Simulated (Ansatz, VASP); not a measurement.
## Two plane-wave programs on Zn2CdO3

```
CELL_PARAMETERS angstrom
5.49216 0.00000 0.00000
-2.74608 4.75635 0.00000
0.00000 0.00000 2.78070
ATOMIC_POSITIONS crystal
Zn 0.66667 0.33333 0.00000
Zn 0.33333 0.66667 0.00000
Cd 0.00000 0.00000 0.00000
O 0.50000 0.00000 0.50000
O 0.00000 0.50000 0.50000
O 0.50000 0.50000 0.50000
```

Change from the starting cell: species swapped into the NdB2Rh3 type (P6/mmm, No. 191).

Alike in both runs: functional PBE; k mesh 6 × 6 × 6; occupations gaussian, width 0.1 eV; no spin polarisation.

Ansatz relaxed the structure, and its values are those at the end. VASP's run is a single point on that final structure, the one shown.

|  | VASP | Ansatz |
| --- | --- | --- |
| version | VASP 6.6.1 | Ansatz 0.2.0 |
| potentials or method | VASP PAW PBE potentials, release 64 (Zn, Cd, O) | scalar-relativistic, plane waves, PAW |
| plane-wave cutoff (eV) | 520 | 420 |
| valence electrons in the cell | 54 | 62 |

```csv
,VASP,Ansatz,Ansatz less VASP
gap on the k mesh at the Fermi level (eV),none,none,-
pressure (GPa),0.7,0.0,-0.72
```

A gap of «none» marks a metal or a gap that the smearing closes. With one functional, cell and mesh, what is left measures potentials, basis and numerics. The two sets of potentials don't hold the same shells in valence.

Caveats: the k mesh is coarse (spacing up to 0.38 Å⁻¹), so the values aren't converged.
